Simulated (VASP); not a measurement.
Given:

```
CELL_PARAMETERS angstrom
      1.25200    -2.16853     0.00000
      1.25200     2.16853     0.00000
      0.00000     0.00000     6.66000
ATOMIC_POSITIONS crystal
  B  0.33333 0.66667 0.25000
  B  0.66667 0.33333 0.75000
  N  0.66667 0.33333 0.25000
  N  0.33333 0.66667 0.75000
```

The numbers are results of PBE GGA, VASP's PBE PAW potentials (set 64) (plane waves; VASP), not measurements. Numerical set-up: 520 eV cut-off, 9×9×3 Γ-centred mesh, Gaussian smearing of 0.050 eV, potentials B N.

Task: Give the stress tensor in GPa (positive for a compressed cell).

Result: 
```
3.74  0.00  0.00
0.00  3.74  0.00
0.00  0.00  2.73
```
The pressure is its mean diagonal, 3.40 GPa.

The compound is BN in the hex structure. The cell was not relaxed at this level.
